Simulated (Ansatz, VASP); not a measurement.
# Cross-check of Ru (Ru(100) slab (three-index Miller notation)) between VASP and Ansatz, part 2 of 2

One calculation is typed for both programs; each brings its own data sets. How far apart do they land? The cell is taken from a series of runs on this material, whose earlier steps may have relaxed, scaled, displaced or heated it; both programs get it as it stands.

VASP 6.6.1 and Ansatz 0.2.0.

So far: The structure; VASP: single point, PBE.

### 3. Ansatz: single point, PBE

Level of this step: Ansatz beside VASP: Kohn-Sham DFT, plane waves, PBE (Ansatz).

Ansatz runs on its default PAW (the set named soft_2) files.

The same cell, functional, mesh and smearing now go to Ansatz, which takes its cutoff from its data sets.

input.yaml

```yaml
crystal:
  lattice:
    - [5.43, 0.0, 0.0]
    - [0.0, 4.28, 0.0]
    - [0.0, 0.0, 27.54005]
  atoms:
    - { symbol: Ru, position: [1.0, 0.0, 0.27517] }
    - { symbol: Ru, position: [0.25, 0.5, 0.30014] }
    - { symbol: Ru, position: [0.25, 0.0, 0.35662] }
    - { symbol: Ru, position: [1.0, 0.5, 0.38536] }
    - { symbol: Ru, position: [1.0, 0.0, 0.44299] }
    - { symbol: Ru, position: [0.25, 0.5, 0.47151] }
    - { symbol: Ru, position: [0.25, 0.0, 0.52849] }
    - { symbol: Ru, position: [0.0, 0.5, 0.55701] }
    - { symbol: Ru, position: [1.0, 0.0, 0.61464] }
    - { symbol: Ru, position: [0.25, 0.5, 0.64338] }
    - { symbol: Ru, position: [0.25, 0.0, 0.69986] }
    - { symbol: Ru, position: [1.0, 0.5, 0.72483] }
    - { symbol: Ru, position: [0.5, 0.0, 0.27517] }
    - { symbol: Ru, position: [0.75, 0.5, 0.30014] }
    - { symbol: Ru, position: [0.75, 0.0, 0.35662] }
    - { symbol: Ru, position: [0.5, 0.5, 0.38536] }
    - { symbol: Ru, position: [0.5, 0.0, 0.44299] }
    - { symbol: Ru, position: [0.75, 0.5, 0.47151] }
    - { symbol: Ru, position: [0.75, 0.0, 0.52849] }
    - { symbol: Ru, position: [0.5, 0.5, 0.55701] }
    - { symbol: Ru, position: [0.5, 0.0, 0.61464] }
    - { symbol: Ru, position: [0.75, 0.5, 0.64338] }
    - { symbol: Ru, position: [0.75, 0.0, 0.69986] }
    - { symbol: Ru, position: [0.5, 0.5, 0.72483] }
kpoints:
  mp_grid: { grid: [8, 11, 1] }
hamiltonian:
  xc: pbe
scf:
  occupations: { method: fermi_dirac, width: 0.1 }
output:
  forces: true
```

Run with:

```console
$ ansatz run input.yaml --threads 6 --pin off --max-ram 102400MiB --backend cuda --events-out ev --progress --plain --runs-dir out
```

Numbers of over 12 decimals in the logs are rounded to 6 here.

The program printed:

```text
Engine: ansatz 0.2.0, x86_64-unknown-linux-gnu
Pseudopotentials: kind: paw
Pseudopotential: Ru, paw, valence charge 16, recommended cutoff 420 eV (normal), Ru.paw.azcp
Functional definition: PBE
  parameter kappa = 0.804
  parameter beta = 0.066725
  exchange = pbe_x(kappa = kappa, mu = beta*pi^2/3)
  correlation = pbe_c(beta = beta)
device memory: the entry about to start is reckoned to put 14.4 GiB on a device that reports 66.6 GiB free
GPU FFT provider: cuFFT
GPU libraries: cuBLAS 13.8.2, cuFFT 12.4.0, cuSOLVER 12.3.4
Crystal: 24 atoms, lattice volume = 640.042 Å³
Basis set: ecut = 420 eV, 12437 PW (Γ), exchange–correlation on 80×60×384 points (8 copies of the dense FFT grid, shifted against one another)
Bands: 231, of which v1, the nominal top of the filled ones, is band 192 counted from 1 (191 counted from 0)
Symmetry: 16 space group operations
Space group: Pmma (ITA 51), of the structure as read, at distance tolerance 8.6e-5 Å
k-points: 30 of 88
Non-local potential: Ru, projectors of the file, l = 0: 3, l = 1: 2, l = 2: 2, l = 3: 1
PAW form: soft (Blöchl's): semilocal exchange-correlation on the pseudo side does not see the compensation charge
PAW one-centre angular grid: Ru, 590 points (default); XC on 64 Gauss nodes
Initial density: superposition of atomic densities (neutral atoms: chi_scale 0, normalization atom), corrected by the library's trained network
Initial wavefunctions: pseudopotential atomic-orbital guess
GPU buffer pool allocated for 230400 grid points (all kernels)
GPU transforms: local potential and band sums: pruned to the plane-wave sphere, on 40×30×192
Functional: x = pbe(κ = 0.804, μ = 0.219515), c = pbe(β = 0.066725)
SCF iter   1: F=—  HF=-141080.351507 eV  |F-HF|=—  |Δ(HF+E_count)|=         —  Δρ=8.92e-3  dr2=4.67e0  ethr=1.77e-3  ⟨swp⟩=6.8  Hψ=27121  notcnv=0  defer=6
preconditioner: auto → LDOS  [metal: Δε(μ)=0.009 eV  Ē_g=4.513 eV  σ=0.100 eV  W_gap=0.02  n_scr=170 (ndim 8)  ℏωp=20.3 eV  f_vac=0.444  D(μ)=29.36/eV (n_scr^D=246)  β→1.0]
SCF iter   2: F=—  HF=-141080.343863 eV  |F-HF|=—  |Δ(HF+E_count)|=   7.64e-3  Δρ=2.83e-3  dr2=1.09e-1  ethr=1.22e-3  ⟨swp⟩=1.6  Hψ=8024  notcnv=0  defer=20
SCF iter   3: F=—  HF=-141080.342236 eV  |F-HF|=—  |Δ(HF+E_count)|=   1.63e-3  Δρ=1.20e-3  dr2=2.02e-2  ethr=2.85e-5  ⟨swp⟩=2.5  Hψ=12575  notcnv=0  defer=20
SCF iter   4: F=—  HF=-141080.341439 eV  |F-HF|=—  |Δ(HF+E_count)|=   7.96e-4  Δρ=2.11e-4  dr2=6.11e-4  ethr=5.25e-6  ⟨swp⟩=2.1  Hψ=9718  notcnv=0  defer=20
SCF iter   5: F=—  HF=-141080.339016 eV  |F-HF|=—  |Δ(HF+E_count)|=   2.42e-3  Δρ=6.63e-5  dr2=4.84e-5  ethr=1.59e-7  ⟨swp⟩=3.0  Hψ=13210  notcnv=0  defer=20
SCF iter   6: F=—  HF=-141080.340590 eV  |F-HF|=—  |Δ(HF+E_count)|=   1.57e-3  Δρ=2.31e-5  dr2=6.80e-6  ethr=1.26e-8  ⟨swp⟩=2.3  Hψ=10496  notcnv=0  defer=20
SCF iter   7: F=—  HF=-141080.340590 eV  |F-HF|=—  |Δ(HF+E_count)|=   2.26e-8  Δρ=1.23e-5  dr2=2.21e-6  ethr=1.77e-9  ⟨swp⟩=3.0  Hψ=13012  notcnv=0  defer=20
SCF iter   8: F=—  HF=-141080.340590 eV  |F-HF|=—  |Δ(HF+E_count)|=   8.19e-7  Δρ=5.02e-6  dr2=1.75e-7  ethr=5.75e-10  ⟨swp⟩=2.1  Hψ=10030  notcnv=0  defer=20
SCF iter   9: F=-141080.340591 eV  HF=-141080.340591 eV  |F-HF|=1.57e-8  |Δ(HF+E_count)|=   9.07e-7  Δρ=1.08e-6  dr2=1.56e-8  ethr=2.60e-11  ⟨swp⟩=5.0  Hψ=24456  notcnv=0
SCF 1 converged in 9 iterations: F = -141080.340591 eV  dr2 = 1.56e-8
  greatest PAW one-centre occupation: 0.998 electrons in one spin orbital (limit 2), on the Ru atom at site 23 (counted from 0), in its partial waves of l = 0
SCF converged after 9 iterations
Free energy (F): -141080.340591 eV
Harris-Foulkes:  -141080.340591 eV  (|F-HF|=1.57e-8)
Internal energy: -141079.403343 eV  (E = F + TS)
E sigma→0 (E₀):  -141079.871967 eV
Entropy (-TS):   -0.937248 eV (-39.052 meV/atom)
Fermi energy:    9.693577 eV
--- Per-component energies (eV) ---
  E_band       = -6551.783820
  E_kinetic    = 12330.491840
  E_local      = -667169.159440  (includes V_loc(G=0)·N_el)
  E_nonlocal   = 8241.953034
  E_hartree    = 325548.173366
  E_xc         = -4562.453370
  E_vxc        = -5726.503169  (∫ρ·V_xc dr)
  E_paw        = -83060.507751  (= ΣΔE_a)
  E_vpaw       = -5324.880788  (= ΣTr[D̂ρ^β])
  E_aug_tail   = -0.004609  (compensation charges beyond the density's cutoff)
  E_ewald      = 267592.103587
  E_smearing   = -0.937248  (= −TS)
  E_closure    = -0.000000  (closes the sum)
  Σ components = -141080.340591   (vs F -141080.340591, Δ=0.00e0)
--- Forces (eV/Å), atoms counted from 1 ---
  atom   1  Ru     0.00000000     0.00000000    -0.04346284
  atom   2  Ru    -0.00000000     0.00000000     0.01033379
  atom   3  Ru     0.00000000     0.00000000     0.08484982
  atom   4  Ru     0.00000000    -0.00000000    -0.07037115
  atom   5  Ru     0.00000000     0.00000000     0.03310325
  atom   6  Ru     0.00000000     0.00000000    -0.05392619
  atom   7  Ru    -0.00000000     0.00000000     0.05392619
  atom   8  Ru     0.00000000     0.00000000    -0.03310325
  atom   9  Ru     0.00000000     0.00000000     0.07037115
  atom  10  Ru     0.00000000    -0.00000000    -0.08484982
  atom  11  Ru     0.00000000     0.00000000    -0.01033379
  atom  12  Ru     0.00000000     0.00000000     0.04346284
  atom  13  Ru     0.00000000     0.00000000    -0.04346284
  atom  14  Ru    -0.00000000     0.00000000     0.01033379
  atom  15  Ru     0.00000000     0.00000000     0.08484982
  atom  16  Ru     0.00000000     0.00000000    -0.07037115
  atom  17  Ru     0.00000000     0.00000000     0.03310325
  atom  18  Ru     0.00000000     0.00000000    -0.05392619
  atom  19  Ru    -0.00000000     0.00000000     0.05392619
  atom  20  Ru     0.00000000     0.00000000    -0.03310325
  atom  21  Ru     0.00000000     0.00000000     0.07037115
  atom  22  Ru     0.00000000    -0.00000000    -0.08484982
  atom  23  Ru     0.00000000     0.00000000    -0.01033379
  atom  24  Ru     0.00000000     0.00000000     0.04346284
  max |Σ_I F_I| component: 2.08e-17 eV/Å
```

In the SCF lines HF is the Harris–Foulkes energy and dr2 the Hartree energy of the density residual, in eV; the loop may stop once dr2 is under the threshold and the program's other checks hold. Hψ counts applications of the Hamiltonian.

### 4. Differences

Known differences besides the potentials themselves: the data sets hold 384 valence electrons in Ansatz (on its default PAW (the set named soft_2) files) and 336 in VASP; the cutoff is 420 eV in Ansatz and 400 eV in VASP. Total energies have different zeros and are not compared.

Forces on 10 of the 24 atoms, those with the largest forces and the largest differences (eV/Å; atoms numbered as in POSCAR):

```tsv
atom	Ansatz x, y, z	VASP x, y, z
Ru1	0.000, 0.000, -0.043	0.000, 0.000, -0.051
Ru3	0.000, 0.000, 0.085	0.000, 0.000, 0.086
Ru9	0.000, 0.000, 0.070	0.000, 0.000, 0.066
Ru10	0.000, 0.000, -0.085	0.000, 0.000, -0.086
Ru12	0.000, 0.000, 0.043	0.000, 0.000, 0.051
Ru13	0.000, 0.000, -0.043	0.000, 0.000, -0.051
Ru15	0.000, 0.000, 0.085	0.000, 0.000, 0.086
Ru16	0.000, 0.000, -0.070	0.000, 0.000, -0.066
Ru21	0.000, 0.000, 0.070	0.000, 0.000, 0.066
Ru22	0.000, 0.000, -0.085	0.000, 0.000, -0.086
```

The forces differ by 2.6 meV/Å r.m.s., which is 8.1 % of the r.m.s. force of 0.032 eV/Å (both taken over all components). Where the cell holds vacuum, a pressure given here is an average over it and none of the material.

### 5. Results

```
r.m.s. force difference (single point, PBE) : 2.6 meV/Å
```

What this shows: The r.m.s. force difference is 2.6 meV/Å (single point, PBE), within the 12 meV/Å picked in this series as the mark of a large difference. The data sets hold unlike numbers of valence electrons (384 in Ansatz and 336 in VASP), so part of the differences may come from the potentials. Such differences can come from data sets, numerical settings and the points named under the comparisons, not from the functional's error against experiment.

[Lines on the potential files, build, host, timing and source positions are cut from VASP's logs without a mark.]

[Logs are printed without paths, hosts, clocks, repeated set-up lines and the standing remarks that a program may print on its own settings, such as how far it seeks lower states.]

[Hosts, paths, dates, database ids (printed as entryN), source tags and the programs' standing remarks are cut or masked in the printed files.]
